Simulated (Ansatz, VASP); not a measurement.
Two plane-wave programs on AlOs

INCAR

```
ALGO = Normal
DIPOL = 0.5 0.5 0.500
EDIFF = 1E-6
ENCUT = 520
GGA = PS
IDIPOL = 3
ISIF = 2
ISMEAR = -1
LASPH = True
LCHARG = False
LDIPOL = True
LREAL = False
LWAVE = False
NBANDS = 45
NELM = 60
PREC = Accurate
SIGMA = 0.02
```

The input KPOINTS:

```
k-points
0
Gamma
  5 5 1
```

POSCAR

```
AlOs
1.0
    4.2396877809      0.0000000000      0.0000000000
    2.1198438905      3.6716773224      0.0000000000
    0.0000000000      0.0000000000     25.5196490876
Al Os
6 6
Direct
    0.0000000000      0.0000000000      0.3134839344
    0.6666666667      0.6666666667      0.3813079582
    0.3333333333      0.3333333333      0.4491319821
    0.0000000000      0.0000000000      0.5169560060
    0.6666666667      0.6666666667      0.5847800298
    0.3333333333      0.3333333333      0.6526040537
    0.3333333333      0.3333333333      0.3473959463
    1.0000000000      0.0000000000      0.4152199702
    0.6666666667      0.6666666667      0.4830439940
    0.3333333333      0.3333333333      0.5508680179
    1.0000000000      0.0000000000      0.6186920418
    0.6666666667      0.6666666667      0.6865160656
```

Input for Ansatz:

```yaml
crystal:
  lattice:
    - [4.239687780916779, 0.0, 0.0]
    - [2.119843890458389, 3.6716773223884047, 0.0]
    - [0.0, 0.0, 25.51964908762892]
  atoms:
    - { symbol: Al, position: [0.0, 0.0, 0.31348393438051364] }
    - { symbol: Os, position: [0.3333333333333331, 0.3333333333333332, 0.3473959463113293] }
    - { symbol: Al, position: [0.6666666666666666, 0.6666666666666667, 0.3813079582421451] }
    - { symbol: Os, position: [0.9999999999999998, 1.4545806935739933e-17, 0.41521997017296075] }
    - { symbol: Al, position: [0.3333333333333335, 0.3333333333333336, 0.4491319821037765] }
    - { symbol: Os, position: [0.6666666666666664, 0.666666666666667, 0.48304399403459214] }
    - { symbol: Al, position: [0.0, 4.440892098500626e-16, 0.5169560059654079] }
    - { symbol: Os, position: [0.3333333333333331, 0.3333333333333335, 0.5508680178962235] }
    - { symbol: Al, position: [0.666666666666667, 0.6666666666666672, 0.5847800298270392] }
    - { symbol: Os, position: [0.9999999999999996, 4.440892098500626e-16, 0.618692041757855] }
    - { symbol: Al, position: [0.3333333333333331, 0.3333333333333341, 0.6526040536886707] }
    - { symbol: Os, position: [0.6666666666666657, 0.6666666666666674, 0.6865160656194863] }
kpoints:
  mp_grid:
    grid: [5, 5, 1]
hamiltonian:
  xc: pbesol
efield:
  axis: 3
  dipole_correction: true
scf:
  convergence:
    dr2_threshold: 1.0e-08
  occupations:
    method: fermi_dirac
    width: 0.02
output:
  write_potential: true
  forces: true
```

Alike in both runs: task single point; functional PBEsol; k mesh 5 × 5 × 1; occupations fermi-dirac, width 0.02 eV; no spin polarisation.

|  | VASP | Ansatz |
| --- | --- | --- |
| version | VASP 6.6.1 | Ansatz 0.2.0 |
| potentials or method | VASP PAW PBE potentials, release 64 (Al, Os) | plane waves, PAW |
| plane-wave cutoff (eV) | 520 | 420 |
| valence electrons in the cell | 66 | 114 |

Ansatz gave:

| Property | Result |
| --- | --- |
| gap on the k mesh at the Fermi level (eV) | none |
| rms of the force components (eV/Å) | 0.378 |

Estimate VASP's values.

gap on the k mesh at the Fermi level (eV): none; rms of the force components (eV/Å): 0.373.

A gap of «none» marks a metal or a gap that the smearing closes. The functional is the same, so the differences come from potentials, cutoffs and numerics. The two sets of potentials don't hold the same shells in valence.

Caveats: the PAW data sets were made with another functional, which shifts forces and pressure a little (VASP). Spin-orbit coupling is left out, which matters for the levels of Os.
